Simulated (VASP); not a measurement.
All values below come from vdW-DF-cx, VASP's PBE PAW potentials (set 64) (plane waves; VASP).

VASP input:

File POSCAR:
```
HfB2
1
    1.5675152832    -2.7150163433     0.0000000000
    1.5675152832     2.7150163433    -0.0000000000
    0.0000000000     0.0000000000     3.4686587668
Hf B
1 2
Direct
  0.0000000000   0.0000000000   0.0000000000
  0.3333330000   0.6666670000   0.5000000000
  0.6666670000   0.3333330000   0.5000000000
```

File KPOINTS:
```
kpoints
0
gamma
 13 13 10
0 0 0
```

INCAR:
```
SYSTEM  =  HfB2
PREC  =  Accurate; ENCUT  =  520; LREAL  =  F
LASPH  =  T
EDIFF  =  1E-7; NELM  =  100; ALGO  =  Normal
LMAXMIX  =  6
ISMEAR  =  -5
GGA  =  CX; LUSE_VDW  =  T; AGGAC  =  0.0
ISIF  =  2
LWAVE  =  F; LCHARG  =  T; LORBIT  =  11
NEDOS  =  601
LEFG  =  T
```

POTCAR, in this order: Hf_pv B (PBE.64 set). Program: vasp_std.

The run wrote:

File OSZICAR:
```
       N       E                     dE             d eps       ncg     rms          rms(c)
DAV:   1     0.324083827714E+02    0.32408E+02   -0.84576E+03  3032   0.127E+03
DAV:   2    -0.237763819924E+02   -0.56185E+02   -0.52552E+02  3732   0.241E+02
DAV:   3    -0.254736018467E+02   -0.16972E+01   -0.16773E+01  4000   0.323E+01
DAV:   4    -0.254861708068E+02   -0.12569E-01   -0.12783E-01  3628   0.309E+00
DAV:   5    -0.254862949981E+02   -0.12419E-03   -0.12942E-03  3924   0.253E-01    0.537E+01
DAV:   6    -0.234343457350E+02    0.20519E+01   -0.46601E+00  3612   0.141E+01    0.388E+01
DAV:   7    -0.234007598356E+02    0.33586E-01   -0.16575E+00  3812   0.883E+00    0.109E+01
DAV:   8    -0.233317830860E+02    0.68977E-01   -0.51378E-01  3616   0.502E+00    0.184E+00
DAV:   9    -0.233258867466E+02    0.58963E-02   -0.39094E-02  3544   0.153E+00    0.297E-01
DAV:  10    -0.233258426874E+02    0.44059E-04   -0.12839E-03  3700   0.304E-01    0.370E-01
DAV:  11    -0.233258788606E+02   -0.36173E-04   -0.99270E-05  3724   0.844E-02    0.193E-01
DAV:  12    -0.233258556240E+02    0.23237E-04   -0.87731E-06  3732   0.267E-02    0.238E-02
DAV:  13    -0.233258553460E+02    0.27797E-06   -0.40775E-07  3756   0.632E-03    0.550E-03
DAV:  14    -0.233258556175E+02   -0.27153E-06   -0.10802E-08  2076   0.994E-04    0.124E-03
DAV:  15    -0.233258557427E+02   -0.12515E-06   -0.45560E-09  1932   0.566E-04    0.153E-03
DAV:  16    -0.233258556870E+02    0.55672E-07   -0.61498E-10  1840   0.250E-04
   1 F= -.23325856E+02 E0= -.23325856E+02  d E =0.000000E+00
```

### OUTCAR
```
------------------------ aborting loop because EDIFF is reached ----------------------------------------
  FORCE on cell =-STRESS in cart. coord.  units (eV):
  Direction    XX          YY          ZZ          XY          YZ          ZX
  --------------------------------------------------------------------------------------
  Total        0.0142483      0.0142483     -0.0495515      0.0000000      0.0000000      0.0000000
  in kB        0.7732096      0.7732098     -2.6890029      0.0000000      0.0000000      0.0000000
  external PRESSURE =      -0.3808612 kB  Pullay stress =       0.0000000 kB
  volume of cell :       29.52
      direct lattice vectors                 reciprocal lattice vectors
     1.567515283 -2.715016343  0.000000000     0.318976156 -0.184160954  0.000000000
     1.567515283  2.715016343  0.000000000     0.318976156  0.184160954  0.000000000
     0.000000000  0.000000000  3.468658767     0.000000000  0.000000000  0.288295871
 POSITION                                       TOTAL-FORCE (eV/Angst)
 -----------------------------------------------------------------------------------
      0.00000      0.00000      0.00000         0.000000     -0.000000      0.000000
      1.56752      0.90501      1.73433         0.000000      0.000000     -0.000000
      1.56752     -0.90501      1.73433        -0.000000      0.000000      0.000000
 -----------------------------------------------------------------------------------
    total drift:                                0.000000     -0.000000      0.000000
  FREE ENERGIE OF THE ION-ELECTRON SYSTEM (eV)
  ---------------------------------------------------
  free  energy   TOTEN  =       -23.3258556870 eV

  energy  without entropy=      -23.3258556870  energy(sigma->0) =      -23.32585569

 total charge

# of ion       s       p       d       tot
------------------------------------------
    1        0.299   6.592   1.863   8.754
    2        0.667   1.279   0.000   1.946
    3        0.667   1.279   0.000   1.946
--------------------------------------------------
tot          1.632   9.150   1.863  12.646

 Electric field gradients after diagonalization (V/A^2)
 (convention: |V_zz| > |V_xx| > |V_yy|)
----------------------------------------------------------------------
 ion       V_xx      V_yy      V_zz     asymmetry (V_yy - V_xx)/ V_zz
----------------------------------------------------------------------
   1     -38.698   -38.694    77.392       0.000
   2      -0.813    -0.812     1.625       0.000
   3      -0.813    -0.812     1.625       0.000
```
(Selected blocks of OUTCAR.)

File OUTCAR:
```
 val. band max:        7.8645759876   @ k =   0.0769   0.0000   0.3000

 cond. band min:       7.4443139040   @ k =   0.1538   0.1538   0.2000


 Fermi energy:         7.8648672519

 k-point     1 :       0.0000    0.0000    0.0000
  band No.  band energies     occupation
      1     -22.9543      2.00000
      2     -22.4422      2.00000
      3     -22.4422      2.00000
      4      -6.1073      2.00000
      5       4.6305      2.00000
      6       4.7470      2.00000
      7       4.7471      2.00000
      8       4.9287      2.00000
      9      11.6881      0.00000
     10      11.6882      0.00000
     11      12.3559      0.00000
     12      12.3559      0.00000

 k-point     2 :       0.0769    0.0000    0.0000
  band No.  band energies     occupation
      1     -22.9466      2.00000
      2     -22.4898      2.00000
      3     -22.4527      2.00000
      4      -5.9781      2.00000
      5       4.3819      2.00000
      6       4.7425      2.00000
      7       4.7609      2.00000
      8       4.8128      2.00000
      9      11.3401      0.00000
     10      11.5978      0.00000
     11      11.7195      0.00000
     12      11.8574      0.00000

 k-point     3 :       0.1538    0.0000    0.0000
  band No.  band energies     occupation
      1     -22.9253      2.00000
      2     -22.6194      2.00000
      3     -22.4817      2.00000
      4      -5.6030      2.00000
      5       3.4896      2.00000
      6       4.5252      2.00000
      7       4.7082      2.00000
      8       5.0838      2.00000
      9      10.2725      0.00000
     10      11.3605      0.00000
     11      11.3760      0.00000
     12      12.0597      0.00000

 k-point     4 :       0.2308    0.0000    0.0000
  band No.  band energies     occupation
      1     -22.8950      2.00000
      2     -22.7969      2.00000
      3     -22.5222      2.00000
      4      -5.0138      2.00000
      5       2.3707      2.00000
      6       4.1828      2.00000
...
```

For a metal the tetrahedron method with Blöchl corrections gives inexact stress and forces. Unless said otherwise, spin-orbit coupling is left out, though it shifts the bands of the heavy elements here.

The compound is HfB2 in the AlB2 type structure. It was relaxed first.
